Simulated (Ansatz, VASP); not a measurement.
## Cross-check of AsPb between VASP and Ansatz

Aim: how closely do two programs agree when they are given the same cell, functional and k mesh? The cell is invented: Sites of the GeSb structure (space group 123) filled with other elements, volume scaled by an estimate. It may not be a known or stable phase.

Method: plane waves, with VASP 6.6.1 beside it; relaxation of cell and atoms at PBE, in Ansatz 0.2.0.

### 1. Set-up

It takes space group P4/mmm (No. 123, tetragonal). Conventional cell: a = 3.046 Å, b = 3.046 Å, c = 6.057 Å, α = 90.00°, β = 90.00°, γ = 90.00°. Pb has 2 As at 3.03 Å and 4 Pb at 3.05 Å nearest. As has 2 Pb at 3.03 Å and 4 As at 3.05 Å nearest. Sites of the GeSb structure (space group 123) filled with other elements, volume scaled by an estimate. Farther neighbours are not listed.

### 2. Ansatz: relaxation of cell and atoms, PBE

Ansatz runs on its default PAW (the set named soft_2) files.

The relaxed volume is the usual yardstick between codes: its relative difference is about their pressure difference at one cell divided by the bulk modulus.

Contents of input.yaml:

```yaml
crystal:
  lattice:
    - [3.045856, 0.0, 0.0]
    - [0.0, 3.045856, 0.0]
    - [0.0, 0.0, 6.057273]
  atoms:
    - { symbol: Pb, position: [0.0, 0.0, 0.0] }
    - { symbol: As, position: [0.0, 0.0, 0.5] }
hamiltonian:
  xc: pbe
  pseudopotentials: { kind: paw }
kpoints:
  mp_grid: { grid: [6, 6, 3] }
scf:
  occupations: { method: fermi_dirac, width: 0.05 }
relax:
  f_tol: 0.01
  max_steps: 60
  cell: { stress_tol: 0.05 }
output:
  forces: true
  stress: true
  write_density: true
  write_potential: true
  elf: true
  volumetric_format: npy
```

Command:

```bash
$ ansatz run input.yaml --threads 4 --pin off --max-ram 9216MiB --backend cpu --events-out ev --progress --plain --runs-dir out
```

Numbers of over 12 decimals in the logs are rounded to 6 here.

Output:

```text
Engine: ansatz 0.2.0, aarch64-unknown-linux-gnu
Pseudopotentials: kind: paw
Pseudopotential: Pb, paw, valence charge 14, recommended cutoff 420 eV (normal), Pb.paw.azcp
Pseudopotential: As, paw, valence charge 15, recommended cutoff 420 eV (normal), As.paw.azcp
Functional definition: PBE
  parameter kappa = 0.804
  parameter beta = 0.066725
  exchange = pbe_x(kappa = kappa, mu = beta*pi^2/3)
  correlation = pbe_c(beta = beta)
Crystal: 2 atoms, lattice volume = 56.195 Å³
Basis set: ecut = 420 eV, 1069 PW (Γ), exchange–correlation on 48×48×90 points (8 copies of the dense FFT grid, shifted against one another)
Bands: 19, of which v1, the nominal top of the filled ones, is band 15 counted from 1 (14 counted from 0)
Symmetry: 16 space group operations
Space group: P4/mmm (ITA 123), of the structure as read, at distance tolerance 3.8e-5 Å
k-points: 20 of 108
Non-local potential: Pb, projectors of the file, l = 0: 2, l = 1: 2, l = 2: 2, l = 3: 2
Non-local potential: As, projectors of the file, l = 0: 2, l = 1: 2, l = 2: 3, l = 3: 1
PAW form: soft (Blöchl's): semilocal exchange-correlation on the pseudo side does not see the compensation charge
PAW one-centre angular grid: Pb, 590 points (default); XC on 64 Gauss nodes
PAW one-centre angular grid: As, 590 points (default); XC on 64 Gauss nodes
Initial density: superposition of atomic densities (neutral atoms: chi_scale 0, normalization atom), corrected by the library's trained network
Initial wavefunctions: pseudopotential atomic-orbital guess
Functional: x = pbe(κ = 0.804, μ = 0.219515), c = pbe(β = 0.066725)
SCF iter   1: F=—  HF=-16761.971083 eV  |F-HF|=—  |Δ(HF+E_count)|=         —  Δρ=3.02e-3  dr2=2.76e-2  ethr=1.77e-3  ⟨swp⟩=6.3  Hψ=1891  notcnv=0
preconditioner: auto → none  [insulator: Δε(μ)=0.391 eV  Ē_g=15.638 eV  σ=0.050 eV  W_gap=0.96  n_scr=16 (ndim 8)  ℏωp=21.6 eV  f_vac=0.002  D(μ)=0.14/eV (n_scr^D=0)  ε∞_Penn≈2.9]
SCF iter   2: F=—  HF=-16761.962059 eV  |F-HF|=—  |Δ(HF+E_count)|=   9.02e-3  Δρ=1.11e-3  dr2=2.23e-3  ethr=9.51e-5  ⟨swp⟩=1.9  Hψ=585  notcnv=0  defer=4
SCF iter   3: F=—  HF=-16761.961433 eV  |F-HF|=—  |Δ(HF+E_count)|=   6.26e-4  Δρ=2.80e-4  dr2=2.99e-5  ethr=7.69e-6  ⟨swp⟩=2.0  Hψ=460  notcnv=0  defer=4
SCF iter   4: F=—  HF=-16761.961433 eV  |F-HF|=—  |Δ(HF+E_count)|=   7.02e-7  Δρ=1.17e-4  dr2=3.37e-6  ethr=1.03e-7  ⟨swp⟩=2.0  Hψ=668  notcnv=0  defer=4
SCF iter   5: F=—  HF=-16761.961439 eV  |F-HF|=—  |Δ(HF+E_count)|=   6.05e-6  Δρ=2.82e-5  dr2=2.15e-7  ethr=1.16e-8  ⟨swp⟩=2.2  Hψ=578  notcnv=0  defer=4
SCF iter   6: F=-16761.961440 eV  HF=-16761.961440 eV  |F-HF|=6.95e-9  |Δ(HF+E_count)|=   2.34e-7  Δρ=5.12e-6  dr2=1.06e-8  ethr=3.45e-10  ⟨swp⟩=8.4  Hψ=2323  notcnv=0
SCF 1 converged in 6 iterations: F = -16761.961440 eV  dr2 = 1.06e-8
  greatest PAW one-centre occupation: 0.999 electrons in one spin orbital (limit 2), on the As atom at site 1 (counted from 0), in its partial waves of l = 2
relax step   1: F+E_penalty+E_count = -16761.96143956 eV  Δ(F+E_penalty+E_count) = +0.000e0 eV  max|allowed force component| = 2.219e-31 eV/Å  Δτ_max = 0.0000 Å  P = -0.617 GPa  Ω = 56.195 Å³  (6 SCF iters, dr2 threshold 1.00e-7 eV, accepted)
[...]
relax step   2: F+E_penalty+E_count = -16761.96462635 eV  Δ(F+E_penalty+E_count) = -3.187e-3 eV  max|allowed force component| = 1.185e-29 eV/Å  Δτ_max = 0.0000 Å  P = +0.272 GPa  Ω = 55.198 Å³  energy of the carried Pulay correction = +1.235e-4 eV  (6 SCF iters, dr2 threshold 2.00e-7 eV, accepted)
[...]
relax step   3: F+E_penalty+E_count = -16761.96711610 eV  Δ(F+E_penalty+E_count) = -2.490e-3 eV  max|allowed force component| = 2.682e-28 eV/Å  Δτ_max = 0.0000 Å  P = -0.052 GPa  Ω = 55.524 Å³  energy of the carried Pulay correction = +8.299e-5 eV  (6 SCF iters, dr2 threshold 2.00e-7 eV, accepted)
[...]
relax step   4: F+E_penalty+E_count = -16761.96713215 eV  Δ(F+E_penalty+E_count) = -1.605e-5 eV  max|allowed force component| = 8.012e-32 eV/Å  Δτ_max = 0.0000 Å  P = +0.001 GPa  Ω = 55.468 Å³  energy of the carried Pulay correction = +9.006e-5 eV  (6 SCF iters, accepted)
[...]
relax step   5: F+E_penalty+E_count = -16761.96704375 eV  Δ(F+E_penalty+E_count) = +8.839e-5 eV  max|allowed force component| = 1.294e-31 eV/Å  Δτ_max = 0.0000 Å  P = +0.000 GPa  Ω = 55.468 Å³  stress off target by 3.20e-3 GPa  SCF on the basis re-selected at this cell (its energy is not comparable with the rows above)  (8 SCF iters)
basis re-selected at this cell: Δ(F+E_penalty+E_count) = +8.839e-5 eV, ΔP = -0.000 GPa vs the last step (what re-selecting the basis moved, of the pressure what is left beyond the Pulay correction that the steps carried, after the strain that the cell walked since its last selection, with what the two solves' SCF thresholds leave and, on support functions, any second-order correction that the steps lacked; it is no m [...]
SCF converged after 8 iterations
Free energy (F): -16761.967044 eV
Harris-Foulkes:  -16761.967044 eV  (|F-HF|=3.64e-12)
Internal energy: -16761.965555 eV  (E = F + TS)
E sigma→0 (E₀):  -16761.966299 eV
Entropy (-TS):   -0.001489 eV (-0.744 meV/atom)
Fermi energy:    9.404345 eV
--- Per-component energies (eV) ---
  E_band       = -299.398742
  E_kinetic    = 390.736670
  E_local      = -2850.564946  (includes V_loc(G=0)·N_el)
  E_nonlocal   = -321.067869
  E_hartree    = 1397.823223
  E_xc         = -298.764463
  E_vxc        = -210.168227  (∫ρ·V_xc dr)
  E_paw        = -12241.452600  (= ΣΔE_a)
  E_vpaw       = -103.980874  (= ΣTr[D̂ρ^β])
  E_aug_tail   = 0.000057  (compensation charges beyond the density's cutoff)
  E_ewald      = -2838.675626
  E_smearing   = -0.001489  (= −TS)
  E_closure    = 0.000000  (closes the sum)
  Σ components = -16761.967044   (vs F -16761.967044, Δ=0.00e0)
--- Forces (eV/Å), atoms counted from 1 ---
  atom   1  Pb     0.00000000     0.00000000     0.00000000
  atom   2  As    -0.00000000     0.00000000     0.00000000
  max |Σ_I F_I| component: 3.45e-31 eV/Å
--- Stress (GPa, compression-positive) ---
       -0.001070       0.000000       0.000000
        0.000000      -0.001070       0.000000
        0.000000       0.000000       0.003199
  P = ⅓ Tr σ = 0.0004 GPa (0.004 kbar)
--- Band table (eV; the first three rows and the last of 20) ---
  k-point 0: bands = [... 11 lower, -0.4576, 4.6736, 12.6290, 12.6290, 13.4618, 17.1554, 17.1554, 17.7276]
  k-point 1: bands = [... 11 lower, -1.2907, 6.5267, 10.3938, 12.7299, 12.7299, 16.7659, 16.7659, 17.9879]
  k-point 2: bands = [... 11 lower, -0.0456, 5.0836, 9.8360, 12.9149, 13.5495, 13.8522, 17.7621, 18.2399]
  k-point 19: bands = [... 11 lower, 4.8824, 6.8707, 6.8707, 8.6589, 8.6589, 10.6757, 13.2936, 14.7306]
--- Relaxed structure (4 steps of the walk, 4 accepted, 1 SCFs on fresh bases) ---
  F+E_penalty+E_count = -16761.96704375 eV   max|allowed force component| = 1.294e-31 eV/Å   (the final SCF, on the basis selected at the relaxed cell)
  cell:  # Å, volume = 55.4678 Å³
    - [3.018759, 0, 0.0]
    - [0, 3.018759, 0.0]
    - [0.0, 0.0, 6.086732]
  atoms:
    - { symbol: Pb, position: [0, 0, 0.0] }
    - { symbol: As, position: [0, 0, 0.500000] }
```

Wall time 3 s (4 threads of Arm Neoverse V1, shared host); peak memory 0.36 GiB; 8.6 s of CPU time.

### 3. VASP: relaxation of cell and atoms, PBE

The same cell, functional, mesh and smearing now go to VASP, with its own data sets and cutoff.

Lines of VASP's logs that name or quote its potential files are left out, and so is its time.

Contents of INCAR:

```
SYSTEM = AsPb
PREC = Accurate
ENCUT = 400
EDIFF = 1E-06
NELM = 100
ISMEAR = -1
SIGMA = 0.05
LREAL = .FALSE.
ALGO = Normal
GGA = PE
LORBIT = 11
LWAVE = .FALSE.
LCHARG = .FALSE.
KPAR = 4
IBRION = 2
NSW = 60
ISIF = 3
EDIFFG = -0.01
```

Contents of POSCAR:

```
AsPb
1.0
    3.0458560000      0.0000000000      0.0000000000
    0.0000000000      3.0458560000      0.0000000000
    0.0000000000      0.0000000000      6.0572730000
Pb As
1 1
Direct
    0.0000000000      0.0000000000      0.0000000000
    0.0000000000      0.0000000000      0.5000000000
```

Contents of KPOINTS:

```
Automatic mesh
0
Gamma
6 6 3
0 0 0
```

PAW data sets: Pb_d and As (PBE family, release 64).

Command:

```bash
$ mpirun -np 4 vasp_std
```

Output:

```text
[banner, memory and clock lines left out]
running    4 mpi-ranks, on    1 nodes
 distrk:  each k-point on    1 cores,    4 groups
 distr:  one band on    1 cores,    1 groups

 POSCAR found type information on POSCAR PbAs
 POSCAR found :  2 types and       2 ions
 LDA part: xc-table for (Slater+PW92), standard interpolation
 POSCAR, INCAR and KPOINTS ok, starting setup
 FFT: planning ... GRIDC
 FFT: planning ... GRID_SOFT
 FFT: planning ... GRID
 WAVECAR not read
 entering main loop
       N       E                     dE             d eps       ncg     rms          rms(c)
DAV:   1     0.129318652321E+03    0.12932E+03   -0.76800E+03   525   0.116E+03
DAV:   2     0.929488387688E+00   -0.12839E+03   -0.12614E+03   540   0.320E+02
DAV:   3    -0.746034881478E+01   -0.83898E+01   -0.82913E+01   700   0.923E+01
DAV:   4    -0.765772535082E+01   -0.19738E+00   -0.19726E+00   580   0.169E+01
DAV:   5    -0.766568124240E+01   -0.79559E-02   -0.79556E-02   692   0.315E+00    0.152E+00
DAV:   6    -0.765289236443E+01    0.12789E-01   -0.23274E-02   648   0.251E+00    0.867E-01
DAV:   7    -0.765028738113E+01    0.26050E-02   -0.21291E-02   635   0.209E+00    0.132E-01
DAV:   8    -0.765051642605E+01   -0.22904E-03   -0.21871E-03   660   0.756E-01    0.366E-02
DAV:   9    -0.765053256533E+01   -0.16139E-04   -0.15176E-04   650   0.177E-01    0.148E-02
DAV:  10    -0.765054109895E+01   -0.85336E-05   -0.30050E-05   640   0.830E-02    0.481E-03
DAV:  11    -0.765054105051E+01    0.48439E-07   -0.35409E-06   575   0.281E-02
   1 F= -.76505411E+01 E0= -.76498352E+01  d E =-.765054E+01
[...]
2 F= -.76548306E+01 E0= -.76539757E+01  d E =-.428958E-02
[...]
3 F= -.76563515E+01 E0= -.76555729E+01  d E =-.581042E-02
[...]
4 F= -.76563491E+01 E0= -.76555728E+01  d E =-.580810E-02
[...]
5 F= -.76564050E+01 E0= -.76556559E+01  d E =-.558296E-04
 trial-energy change:   -0.000056  1 .order   -0.000054   -0.000133    0.000025
 step:   0.7823(harm=  0.7823)  dis= 0.00000  next Energy=    -7.656405 (dE=-0.558E-04)
 bond charge predicted
       N       E                     dE             d eps       ncg     rms          rms(c)
DAV:   1    -0.765644305174E+01   -0.38117E-04   -0.11482E-03   635   0.653E-01    0.302E-02
DAV:   2    -0.765641390745E+01    0.29144E-04   -0.64861E-05   645   0.160E-01    0.116E-02
DAV:   3    -0.765640825985E+01    0.56476E-05   -0.20844E-05   588   0.848E-02    0.166E-03
DAV:   4    -0.765640764928E+01    0.61058E-06   -0.65393E-07   305   0.994E-03
   6 F= -.76564076E+01 E0= -.76556539E+01  d E =-.584994E-04
 curvature:  -0.39 expect dE=-0.342E-05 dE for cont linesearch -0.117E-05
 trial: gam= 0.00000 g(F)=  0.433E-64 g(S)=  0.878E-05 ort =-0.206E-04 (trialstep = 0.901E+00)
 search vector abs. value=  0.878E-05
 reached required accuracy - stopping structural energy minimisation
```

Parts of OUTCAR (step 3):

```text
ion  position               nearest neighbor table
   1  0.000  0.000  0.000-   2 3.03   2 3.03
   2  0.000  0.000  0.500-   1 3.03   1 3.03

  LATTYP: Found a simple tetragonal cell.
 ALAT       =     3.0458560000
 C/A-ratio  =     1.9886931621

 Subroutine GETGRP returns: Found 16 space group operations
 (whereof 16 operations were pure point group operations)

The static configuration has the point symmetry D_4h.

 Found     20 irreducible k-points:

   k-points           NKPTS =     20   k-points in BZ     NKDIM =     20   number of bands    NBANDS=     13

   dimension x,y,z NGX =    20 NGY =   20 NGZ =   40
   dimension x,y,z NGXF=    40 NGYF=   40 NGZF=   80

   ENCUT  =  400.0 eV  29.40 Ry    5.42 a.u.   4.97  4.97  9.88*2*pi/ulx,y,z

   NELECT =      19.0000    total number of electrons

 k-points in reciprocal lattice and weights: Automatic mesh
   0.00000000  0.00000000  0.00000000       0.009
   0.16666667  0.00000000  0.00000000       0.037
   0.33333333  0.00000000  0.00000000       0.037
   0.50000000  0.00000000  0.00000000       0.019
   0.16666667  0.16666667  0.00000000       0.037
   0.33333333  0.16666667  0.00000000       0.074
   0.50000000  0.16666667  0.00000000       0.037
   0.33333333  0.33333333  0.00000000       0.037
   0.50000000  0.33333333  0.00000000       0.037
[...]
0.50000000  0.33333333  0.33333333       0.074
   0.50000000  0.50000000  0.33333333       0.019

 average (electrostatic) potential at core
       1 -91.8925       2 -49.6753

 E-fermi :   5.3437

 k-point     1 :       0.0000    0.0000    0.0000
  band No.  band energies     occupation
    ...
      4     -11.1799      2.00000
      5     -11.0646      2.00000
      6      -7.1726      2.00000
      7      -4.5275      2.00000
      8       0.6114      2.00000
      9       8.5655      0.00000
     10       8.5655      0.00000
     11       9.4064      0.00000
     12      13.0963      0.00000
     13      13.0963      0.00000

 k-point     2 :       0.1667    0.0000    0.0000
  band No.  band energies     occupation
    ...
      4     -11.1725      2.00000
      5     -11.1338      2.00000
      6      -6.7800      2.00000
      7      -4.1156      2.00000
      8       1.0216      2.00000
      9       5.7722      0.00038
     10       8.8513      0.00000
     11       9.4882      0.00000
     12       9.7971      0.00000
     13      13.7034      0.00000

 k-point     3 :       0.3333    0.0000    0.0000
  band No.  band energies     occupation
    ...
      6      -5.7283      2.00000
      7      -2.8757      2.00000
      8       2.0437      2.00000
      9       2.3051      2.00000
     10       5.0747      1.99083
     11       9.5184      0.00000
     12      10.1325      0.00000
     13      11.4016      0.00000

  Total       -0.0052705     -0.0052705      0.0175682      0.0000000      0.0000000     -0.0000000
  in kB       -0.1523053     -0.1523053      0.5076832      0.0000000      0.0000000     -0.0000000
  external PRESSURE =       0.0676909 kB  Pullay stress =       0.0000000 kB

  energy-cutoff  :      400.00
  volume of cell :       55.44
      direct lattice vectors                 reciprocal lattice vectors
     3.018478376  0.000000000  0.000000000     0.331292749  0.000000000  0.000000000
    -0.000000000  3.018478376 -0.000000000    -0.000000000  0.331292749  0.000000000
    -0.000000000 -0.000000000  6.085101376    -0.000000000  0.000000000  0.164335800

 POSITION                                       TOTAL-FORCE (eV/Angst)
 -----------------------------------------------------------------------------------
      0.00000      0.00000      0.00000         0.000000      0.000000      0.000000
     -0.00000     -0.00000      3.04255        -0.000000     -0.000000      0.000000
 -----------------------------------------------------------------------------------
    total drift:                               -0.000000      0.000000     -0.000000

  FREE ENERGIE OF THE ION-ELECTRON SYSTEM (eV)
  ---------------------------------------------------
  free  energy   TOTEN  =        -7.6564076493 eV

  energy  without entropy=       -7.6549001884  energy(sigma->0) =       -7.65565392

 reached required accuracy - stopping structural energy minimisation

 total charge
# of ion       s       p       d       tot
------------------------------------------
    1        1.361   0.858   9.821  12.041
    2        1.308   1.251   0.021   2.580
--------------------------------------------------
tot          2.670   2.109   9.841  14.620

[... 3 further parts left out ...]
```

CONTCAR:

```
AsPb
   1.00000000000000
     3.0184783756074713    0.0000000000000000    0.0000000000000000
    -0.0000000000000000    3.0184783756074713   -0.0000000000000000
    -0.0000000000000000   -0.0000000000000000    6.0851013760246042
  Pb              As
     1     1
Direct
     0.0000000000000000    0.0000000000000000    0.0000000000000000
     0.0000000000000000    0.0000000000000000    0.5000000000000000
```

### 4. Comparison

Known differences besides the potentials themselves: both relaxations stop at a tolerance, which leaves soft axes loose, and VASP keeps its plane-wave basis; the data sets hold 29 valence electrons in Ansatz (default PAW (the set named soft_2) files) and 19 in VASP; the cutoff is 420 eV in Ansatz and 400 eV in VASP; VASP leaves aspherical gradient terms in its spheres out (LASPH is not set), Ansatz keeps them; Ansatz adds a Pulay correction to the stress that steers its cell, VASP none. Total energies have different zeros and are not compared.

Compared:

| quantity | Ansatz | VASP | difference |
| --- | --- | --- | --- |
| volume (Å³) | 55.47 | 55.44 | +0.05 % |
| edge a after relaxation, in the typed setting (Å) | 3.019 | 3.018 | +0.01 % |
| edge c after relaxation, in the typed setting (Å) | 6.087 | 6.085 | +0.03 % |

The walks stopped with 0.00 GPa left in Ansatz and 0.01 GPa in VASP; each walk ends within a tolerance, so the volume difference is uncertain by about these residues over the bulk modulus, most in soft cells.

### 5. Outcome

| Item | Value |
| --- | --- |
| difference in volume (relaxation of cell and atoms, PBE) | 0.045 % |

**Reading.** The difference in volume is 0.045 % (relaxation of cell and atoms, PBE), within the 1.2 % picked in this series as the mark of a large difference, as far as the stopping tolerances let one tell. How closely two codes agree says nothing of how well the functional describes the real material.

[Lines on the potential files, build, host, timing and source positions are cut from VASP's logs without a mark.]

[Logs are printed without paths, hosts, clocks, repeated set-up lines and the standing remarks that a program may print on its own settings, such as how far it seeks lower states.]

[Hosts, paths, dates, database ids (printed as entryN), source tags and the programs' standing remarks are cut or masked in the printed files.]
